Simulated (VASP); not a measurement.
Computed with PBEsol GGA, VASP's PBE PAW potentials (set 64) (plane waves; VASP 6.6.1).

Input for VASP

File POSCAR:
```
CaB2
3.0258320
  0.0000000000   0.9999998405   0.9999998405
  0.9999998405   0.0000000000   0.9999998405
  0.9999998405   0.9999998405   0.0000000000
Ca B
1 2
Cart
  0.0000000000   0.0000000000   0.0000000000
  0.4999999203   0.4999999203   0.4999999203
  1.4999997608   1.4999997608   1.4999997608
```

### INCAR
```
! general
SYSTEM = CaB2
PREC   = Accurate
ENCUT  = 600
LREAL  = .FALSE.
LASPH  = .TRUE.

! electronic loop
EDIFF  = 1E-7
NELM   = 100
ALGO   = Normal

! smearing
ISMEAR = 1
SIGMA  = 0.1

! functional
GGA    = PS

! ions
ISIF   = 2

! output
LWAVE  = .FALSE.
LCHARG = .FALSE.
```

### KPOINTS
```
Automatic mesh
0
Gamma
8 8 8
0 0 0
```

POTCAR, in this order: Ca_sv B (PBE.64 set). Program: vasp_std.

Output

OSZICAR:
```
       N       E                     dE             d eps       ncg     rms          rms(c)
DAV:   1     0.961946723211E+02    0.96195E+02   -0.80286E+03   696   0.134E+03
DAV:   2    -0.634792455213E+01   -0.10254E+03   -0.99790E+02   768   0.283E+02
DAV:   3    -0.102676670219E+02   -0.39197E+01   -0.36281E+01  1056   0.497E+01
DAV:   4    -0.105159216216E+02   -0.24825E+00   -0.24743E+00  1092   0.105E+01
DAV:   5    -0.105226507198E+02   -0.67291E-02   -0.67279E-02   988   0.142E+00    0.307E+00
DAV:   6    -0.104636812498E+02    0.58969E-01   -0.84064E-02   856   0.295E+00    0.191E+00
DAV:   7    -0.104500116791E+02    0.13670E-01   -0.64871E-02   840   0.277E+00    0.271E-01
DAV:   8    -0.104489263355E+02    0.10853E-02   -0.68013E-03   836   0.979E-01    0.392E-02
DAV:   9    -0.104490306976E+02   -0.10436E-03   -0.56426E-04  1136   0.207E-01    0.295E-02
DAV:  10    -0.104490269754E+02    0.37222E-05   -0.76640E-05   868   0.104E-01    0.334E-03
DAV:  11    -0.104490264515E+02    0.52385E-06   -0.33743E-06  1012   0.148E-02    0.173E-03
DAV:  12    -0.104490262272E+02    0.22433E-06   -0.73440E-07  1152   0.480E-03    0.662E-04
DAV:  13    -0.104490261833E+02    0.43837E-07   -0.26269E-08   428   0.152E-03
   1 F= -.10449026E+02 E0= -.10449361E+02  d E =0.100417E-02
```

### OUTCAR
```
------------------------ aborting loop because EDIFF is reached ----------------------------------------
  FORCE on cell =-STRESS in cart. coord.  units (eV):
  Direction    XX          YY          ZZ          XY          YZ          ZX
  --------------------------------------------------------------------------------------
  Total       -1.7049929     -1.7049929     -1.7049929      0.0000000      0.0000000     -0.0000000
  in kB      -49.3024993    -49.3024993    -49.3024993      0.0000000      0.0000000     -0.0000000
  external PRESSURE =     -49.3024993 kB  Pullay stress =       0.0000000 kB
  volume of cell :       55.41
      direct lattice vectors                 reciprocal lattice vectors
     0.000000000  3.025831517  3.025831517    -0.165243834  0.165243834  0.165243834
     3.025831517  0.000000000  3.025831517     0.165243834 -0.165243834  0.165243834
     3.025831517  3.025831517  0.000000000     0.165243834  0.165243834 -0.165243834
 POSITION                                       TOTAL-FORCE (eV/Angst)
 -----------------------------------------------------------------------------------
      0.00000      0.00000      0.00000         0.000000     -0.000000      0.000000
      1.51292      1.51292      1.51292        -0.000000     -0.000000     -0.000000
      4.53875      4.53875      4.53875         0.000000      0.000000      0.000000
 -----------------------------------------------------------------------------------
    total drift:                               -0.000000      0.000000      0.000000
  FREE ENERGIE OF THE ION-ELECTRON SYSTEM (eV)
  ---------------------------------------------------
  free  energy   TOTEN  =       -10.4490261833 eV

  energy  without entropy=      -10.4500303498  energy(sigma->0) =      -10.44936091
```
(Selected blocks of OUTCAR.)

The structure was generated: CaB2 was put into the fluorite type (Fm-3m), which need not be its known phase. This cell was strained or had an atom moved on purpose.
